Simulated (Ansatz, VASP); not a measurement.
# Cross-check of Ba2Mg4Zn3Si19O47 between VASP and Ansatz

Aim: how closely do two programs agree when they are given the same cell, functional and k mesh? The structure shown is frame 67 of Ansatz's trajectory.

Main program and level: Ansatz 0.2.0; plane waves, with VASP 6.6.1 beside it; single point at PBE.

## 1. The starting structure

The cell holds 75 atoms: 19 Si, 4 Mg, 3 Zn, 2 Ba and 47 O. Its edges and angles: a = 10.307 Å, b = 10.307 Å, c = 10.307 Å, α = 90.0°, β = 90.0°, γ = 90.0°. As first built, before any earlier steps moved the atoms (in the runner's words): 75 atoms (19 Si, 4 Mg, 3 Zn, 2 Ba, 47 O) placed at random at 2.81 g/cm^3, melted at 4000 K for 10 ps at fixed volume with the Morse and Coulomb pair potential with partial charges (Pedone, Malavasi, Menziani, Cormack and Segre, J. Phys. Chem. B 110, 11780 (2006)). Quenched from 4000 K to 300 K at 25 K/ps and fixed volume, held 5 ps, then minimised at fixed cell.

## 2. Ansatz: dynamics, PBE

Ansatz runs on its default PAW (the set named soft_2) files.

One frame of this run of dynamics is then solved in both programs, so the motion causes no difference.

input.yaml

```yaml
crystal:
  lattice:
    - [10.307, 0.0, 0.0]
    - [0.0, 10.307, 0.0]
    - [0.0, 0.0, 10.307]
  atoms:
    - { symbol: Si, position: [0.45678, 0.85698, 0.37421] }
    - { symbol: Si, position: [0.0285, 0.84179, 0.44479] }
    - { symbol: Si, position: [0.26302, 0.65351, 0.50935] }
    - { symbol: Si, position: [0.70997, 0.48564, 0.13608] }
    - { symbol: Si, position: [0.38211, 0.12329, 0.04015] }
    - { symbol: Si, position: [0.77841, 0.62805, 0.67505] }
    - { symbol: Si, position: [0.63374, 0.41474, 0.84128] }
    - { symbol: Si, position: [0.71419, 0.10914, 0.81809] }
    - { symbol: Si, position: [0.26071, 0.04959, 0.46488] }
    - { symbol: Si, position: [0.44455, 0.82071, 0.07613] }
    - { symbol: Si, position: [0.25376, 0.46146, 0.26648] }
    - { symbol: Si, position: [0.08385, 0.1135, 0.06955] }
    - { symbol: Si, position: [0.24304, 0.60791, 0.00237] }
    - { symbol: Si, position: [0.50728, 0.28464, 0.26796] }
    - { symbol: Si, position: [0.96539, 0.35078, 0.21437] }
    - { symbol: Si, position: [0.15995, 0.28398, 0.58901] }
    - { symbol: Si, position: [0.73051, 0.88608, 0.03857] }
    - { symbol: Si, position: [0.01434, 0.07887, 0.77167] }
    - { symbol: Si, position: [0.33656, 0.4634, 0.7494] }
    - { symbol: Mg, position: [0.71132, 0.90673, 0.59119] }
    - { symbol: Mg, position: [0.43675, 0.15762, 0.705] }
    - { symbol: Mg, position: [0.91705, 0.62251, 0.95005] }
    - { symbol: Mg, position: [0.75935, 0.76354, 0.32389] }
    - { symbol: Zn, position: [0.00776, 0.79864, 0.12437] }
    - { symbol: Zn, position: [0.92009, 0.46435, 0.48203] }
    - { symbol: Zn, position: [0.05238, 0.75753, 0.7176] }
    - { symbol: Ba, position: [0.78316, 0.10298, 0.36642] }
    - { symbol: Ba, position: [0.44234, 0.84456, 0.75443] }
    - { symbol: O, position: [0.34957, 0.72602, 0.9911] }
    - { symbol: O, position: [0.68569, 0.74816, 0.69691] }
    - { symbol: O, position: [0.3703, 0.76312, 0.47318] }
    - { symbol: O, position: [0.07169, 0.97164, 0.11765] }
    - { symbol: O, position: [0.81339, 0.60866, 0.52628] }
    - { symbol: O, position: [0.98894, 0.21124, 0.15044] }
    - { symbol: O, position: [0.44778, 0.7975, 0.22885] }
    - { symbol: O, position: [0.85684, 0.09274, 0.75341] }
    - { symbol: O, position: [0.13119, 0.96, 0.43976] }
    - { symbol: O, position: [0.86917, 0.44055, 0.1221] }
    - { symbol: O, position: [0.61652, 0.04983, 0.71081] }
    - { symbol: O, position: [0.12302, 0.73232, 0.53755] }
    - { symbol: O, position: [0.71732, 0.496, 0.73726] }
    - { symbol: O, position: [0.58789, 0.81689, 0.01438] }
    - { symbol: O, position: [0.07962, 0.18039, 0.6726] }
    - { symbol: O, position: [0.71961, 0.01776, 0.94642] }
    - { symbol: O, position: [0.71314, 0.6192, 0.20491] }
    - { symbol: O, position: [0.07746, 0.40757, 0.56166] }
    - { symbol: O, position: [0.99213, 0.77147, 0.3143] }
    - { symbol: O, position: [0.39487, 0.96566, 0.04927] }
    - { symbol: O, position: [0.55442, 0.22029, 0.39482] }
    - { symbol: O, position: [0.28276, 0.53682, 0.13185] }
    - { symbol: O, position: [0.21288, 0.20002, 0.46588] }
    - { symbol: O, position: [0.89465, 0.88847, 0.50814] }
    - { symbol: O, position: [0.28682, 0.33438, 0.67614] }
    - { symbol: O, position: [0.23408, 0.16192, 0.07803] }
    - { symbol: O, position: [0.89202, 0.33993, 0.34779] }
    - { symbol: O, position: [0.37048, 0.98902, 0.3706] }
    - { symbol: O, position: [0.4121, 0.15828, 0.89421] }
    - { symbol: O, position: [0.37304, 0.3658, 0.28606] }
    - { symbol: O, position: [0.31434, 0.58391, 0.6426] }
    - { symbol: O, position: [0.74439, 0.91786, 0.1879] }
    - { symbol: O, position: [0.32595, 0.03432, 0.60606] }
    - { symbol: O, position: [0.67701, 0.26219, 0.83935] }
    - { symbol: O, position: [0.10704, 0.41067, 0.2416] }
    - { symbol: O, position: [0.62148, 0.38193, 0.20962] }
    - { symbol: O, position: [0.48386, 0.43848, 0.79497] }
    - { symbol: O, position: [0.91245, 0.6453, 0.75756] }
    - { symbol: O, position: [0.25901, 0.51632, 0.87476] }
    - { symbol: O, position: [0.09858, 0.66147, 0.01182] }
    - { symbol: O, position: [0.47812, 0.18661, 0.14552] }
    - { symbol: O, position: [0.84861, 0.79366, 0.00359] }
    - { symbol: O, position: [0.66365, 0.47941, 0.98234] }
    - { symbol: O, position: [0.06361, 0.93554, 0.75373] }
    - { symbol: O, position: [0.59971, 0.8669, 0.42996] }
    - { symbol: O, position: [0.25105, 0.56066, 0.38882] }
    - { symbol: O, position: [0.04306, 0.12458, 0.91846] }
kpoints:
  mp_grid: { grid: [1, 1, 1] }
hamiltonian:
  xc: pbe
scf:
  occupations: { method: fermi_dirac, width: 0.05 }
output:
  forces: true
  stress: true
md:
  timestep: 1.0
  n_steps: 200
  ensemble: nvt_nose_hoover
  temperature: 400
  initial_velocities: maxwell_boltzmann
  seed: 4939
```

Command:

```bash
ansatz run input.yaml --threads 4 --pin off --max-ram 8192MiB --backend cpu --events-out ev --progress --plain --runs-dir out
```

Numbers of over 12 decimals in the logs are rounded to 6 here.

The log of the run:

```text
Warning: md: disabling space-group detection — thermal motion breaks the input geometry's symmetry, so no spatial operation reduces the k-mesh or symmetrises the density; time reversal is kept, so that k and −k are solved as one point where they differ and the mesh holds both, and exact exchange and, on two spinor components, a DFT+U term hold to it where the run has them: on two components no moment then forms, and  [...]
Warning: output.stress: scf.convergence.dr2_threshold = 7.5e-8 eV (the default of an md: trajectory) is looser than the 7.5e-9 eV advised for a printed stress (1e-10 eV for each atom of the cell: 75). What an SCF threshold leaves in a stress goes as its square root, and in the free energy as the threshold itself, and one threshold admits the most on a small cell: [figures from the program's tests cut] Set scf.converg [...]
Engine: ansatz 0.2.0, aarch64-unknown-linux-gnu
Pseudopotentials: kind: paw
Pseudopotential: Si, paw, valence charge 4, recommended cutoff 420 eV (normal), Si.paw.azcp
Pseudopotential: Mg, paw, valence charge 10, recommended cutoff 420 eV (normal), Mg.paw.azcp
Pseudopotential: Zn, paw, valence charge 12, recommended cutoff 420 eV (normal), Zn.paw.azcp
Pseudopotential: Ba, paw, valence charge 10, recommended cutoff 420 eV (normal), Ba.paw.azcp
Pseudopotential: O, paw, valence charge 6, recommended cutoff 420 eV (normal), O.paw.azcp
Functional definition: PBE
  parameter kappa = 0.804
  parameter beta = 0.066725
  exchange = pbe_x(kappa = kappa, mu = beta*pi^2/3)
  correlation = pbe_c(beta = beta)
Crystal: 75 atoms, lattice volume = 1094.956 Å³
Basis set: ecut = 420 eV, 21367 PW (Γ), exchange–correlation on 144×144×144 points (8 copies of the dense FFT grid, shifted against one another)
Bands: 302, of which v1, the nominal top of the filled ones, is band 227 counted from 1 (226 counted from 0)
Symmetry: 1 space group operations
k-points: 1
Non-local potential: Si, projectors of the file, l = 0: 2, l = 1: 2, l = 2: 2
Non-local potential: Mg, projectors of the file, l = 0: 3, l = 1: 2, l = 2: 1
Non-local potential: Zn, projectors of the file, l = 0: 2, l = 1: 2, l = 2: 3, l = 3: 1
Non-local potential: Ba, projectors of the file, l = 0: 3, l = 1: 2, l = 2: 2, l = 3: 2
Non-local potential: O, projectors of the file, l = 0: 2, l = 1: 2, l = 2: 1
PAW form: soft (Blöchl's): semilocal exchange-correlation on the pseudo side does not see the compensation charge
PAW one-centre angular grid: Si, 110 points (default); XC on 64 Gauss nodes
PAW one-centre angular grid: Mg, 110 points (default); XC on 64 Gauss nodes
PAW one-centre angular grid: Zn, 590 points (default); XC on 64 Gauss nodes
PAW one-centre angular grid: Ba, 194 points (default); XC on 64 Gauss nodes
PAW one-centre angular grid: O, 110 points (default); XC on 64 Gauss nodes
Initial density: superposition of atomic densities (neutral atoms: chi_scale 0, normalization atom), corrected by the library's trained network
Initial wavefunctions: pseudopotential atomic-orbital guess
Functional: x = pbe(κ = 0.804, μ = 0.219515), c = pbe(β = 0.066725)
SCF iter   1: F=—  HF=-68376.619258 eV  |F-HF|=—  |Δ(HF+E_count)|=         —  Δρ=2.36e-3  dr2=1.28e-1  ethr=1.77e-3  ⟨swp⟩=6.0  Hψ=1396  notcnv=0  defer=56
preconditioner: auto → Resta (q_TF=auto, 2.356 Å⁻¹)  ε∞=3.3  [insulator: Δε(μ)=2.715 eV  Ē_g=14.972 eV  σ=0.050 eV  W_gap=1.00  n_scr=250 (ndim 8)  ℏωp=22.9 eV  f_vac=0.172  D(μ)=0.00/eV (n_scr^D=0)  ε∞_Penn≈3.3]
SCF iter   2: F=—  HF=-68376.602984 eV  |F-HF|=—  |Δ(HF+E_count)|=   1.63e-2  Δρ=1.25e-3  dr2=3.50e-2  ethr=2.81e-5  ⟨swp⟩=2.0  Hψ=579  notcnv=0  defer=67
SCF iter   3: F=—  HF=-68376.598575 eV  |F-HF|=—  |Δ(HF+E_count)|=   4.41e-3  Δρ=6.78e-4  dr2=9.64e-3  ethr=7.71e-6  ⟨swp⟩=2.0  Hψ=406  notcnv=0  defer=67
SCF iter   4: F=—  HF=-68376.596677 eV  |F-HF|=—  |Δ(HF+E_count)|=   1.90e-3  Δρ=2.39e-4  dr2=7.73e-4  ethr=2.12e-6  ⟨swp⟩=2.0  Hψ=404  notcnv=0  defer=67
[...]
md step   194: t =   194.00 fs  T =   403.0 K  F+E_penalty+E_count = -68375.70608929 eV  E_kin = 3.854598 eV  conserved = -68372.76897435 eV  P_inst = -0.3195 GPa  (4 SCF iters)
[...]
md step   195: t =   195.00 fs  T =   416.8 K  F+E_penalty+E_count = -68375.83916736 eV  E_kin = 3.986787 eV  conserved = -68372.77013284 eV  P_inst = -0.3288 GPa  (4 SCF iters)
[...]
md step   196: t =   196.00 fs  T =   432.1 K  F+E_penalty+E_count = -68375.98621337 eV  E_kin = 4.132790 eV  conserved = -68372.77141935 eV  P_inst = -0.3413 GPa  (3 SCF iters)
[...]
md step   197: t =   197.00 fs  T =   446.7 K  F+E_penalty+E_count = -68376.12706376 eV  E_kin = 4.272582 eV  conserved = -68372.77266042 eV  P_inst = -0.3511 GPa  (3 SCF iters)
[...]
md step   198: t =   198.00 fs  T =   458.6 K  F+E_penalty+E_count = -68376.24237973 eV  E_kin = 4.386952 eV  conserved = -68372.77369401 eV  P_inst = -0.3527 GPa  (3 SCF iters)
[...]
md step   199: t =   199.00 fs  T =   466.3 K  F+E_penalty+E_count = -68376.31626290 eV  E_kin = 4.460104 eV  conserved = -68372.77438532 eV  P_inst = -0.3421 GPa  (4 SCF iters)
[...]
md step   200: t =   200.00 fs  T =   468.5 K  F+E_penalty+E_count = -68376.33838901 eV  E_kin = 4.481789 eV  conserved = -68372.77464075 eV  P_inst = -0.3168 GPa  (8 SCF iters)
SCF converged after 8 iterations
Free energy (F): -68376.338389 eV
Harris-Foulkes:  -68376.338389 eV  (|F-HF|=2.66e-8)
Internal energy: -68376.338389 eV  (E = F + TS)
E sigma→0 (E₀):  -68376.338389 eV
Fermi energy:    5.083321 eV
--- Per-component energies (eV) ---
  E_band       = -3133.318738
  E_kinetic    = 10230.720029
  E_local      = -40565.811264  (includes V_loc(G=0)·N_el)
  E_nonlocal   = 5058.163789
  E_hartree    = 15615.140263
  E_xc         = -5406.882632
  E_vxc        = -5926.102339  (∫ρ·V_xc dr)
  E_paw        = -34323.880465  (= ΣΔE_a)
  E_vpaw       = -3160.682629  (= ΣTr[D̂ρ^β])
  E_aug_tail   = 0.117858  (compensation charges beyond the density's cutoff)
  E_ewald      = -18983.905967
  E_smearing   = -0.000000  (= −TS)
  E_closure    = -0.000000  (closes the sum)
  Σ components = -68376.338389   (vs F -68376.338389, Δ=0.00e0)
--- Forces (eV/Å), atoms counted from 1 ---
  atom   1  Si     0.64734646     1.34313874    -0.50635336
  atom   2  Si    -0.40694078     1.15877068    -1.19424956
  atom   3  Si     0.16687737    -0.70491553     0.95575366
  atom   4  Si    -1.89511551    -0.12613395     1.14586434
  atom   5  Si     0.30975651    -0.35020919    -0.17258198
  atom   6  Si    -0.55256133     1.34551520     3.07299912
  atom   7  Si     0.51654575     0.93913817     0.99925710
  atom   8  Si    -0.73695305     0.83335013    -0.36299648
  atom   9  Si    -2.26591572    -0.45996388     0.69006962
  atom  10  Si     0.35405901     0.67208365     0.42961353
  atom  11  Si     2.21371749    -0.83990977     0.17874446
  atom  12  Si     0.40943482    -0.89425173     0.58472065
  atom  13  Si    -1.15079057     0.90909955     0.18592114
  atom  14  Si    -0.13308435     1.63561404    -1.54565457
  atom  15  Si    -0.93121987     0.82484519     0.09320184
  atom  16  Si    -1.41906060     0.38795027    -1.40618286
  atom  17  Si    -0.13587831    -2.14184456     1.04667224
  atom  18  Si    -0.25661406    -0.43499914    -0.71801919
  atom  19  Si     0.28499894    -0.68185878    -1.65908846
  atom  20  Mg    -0.28331333     0.03096111    -0.36902515
  atom  21  Mg    -0.38522397     0.12749395    -0.35356017
  atom  22  Mg     0.84786535     0.78815962     0.00882029
  atom  23  Mg     0.27182919     0.38649436    -0.06037863
  atom  24  Zn     0.07143220    -0.59391496    -0.19191360
[...]
atom  68  O     -0.50244282    -0.03914453    -0.00920814
  atom  69  O     -0.07520408    -0.83997811     0.51369911
  atom  70  O     -0.53021038     0.88158660    -0.17071399
  atom  71  O      0.17974557     0.30125968    -0.17429457
  atom  72  O      0.22794613     0.08955838     0.61253057
  atom  73  O      0.40891498    -0.30234230     1.13413123
  atom  74  O      0.73272106    -0.18198794    -0.61835254
  atom  75  O      0.31905878    -0.69667343     0.29271002
  max |Σ_I F_I| component: 7.78e-5 eV/Å
--- Stress (GPa, compression-positive) ---
       -1.811015       1.944083      -2.627582
        1.944084      -0.567966      -0.921151
       -2.627584      -0.921151       0.099341
  P = ⅓ Tr σ = -0.7599 GPa (-7.599 kbar)
--- MD trajectory: 200 steps, t = 0.0 → 200.0 fs ---
  final state: T = 468.5 K   F+E_penalty+E_count = -68376.33838901 eV   E_kin = 4.481789 eV
  conserved energy: peak-to-peak 7.096e-3 eV (9.461e-5 eV/atom) over 200.0 fs
```

Reading the cycles: dr2 is the Hartree energy of the density residual (eV), the measure of convergence; HF is the Harris–Foulkes estimate of the energy, which meets the free energy F at convergence.

(Continued in part 2 of 2.)

[Lines on the potential files, build, host, timing and source positions are cut from VASP's logs without a mark.]

[Logs are printed without paths, hosts, clocks, repeated set-up lines and the standing remarks that a program may print on its own settings, such as how far it seeks lower states.]

[Hosts, paths, dates, database ids (printed as entryN), source tags and the programs' standing remarks are cut or masked in the printed files.]
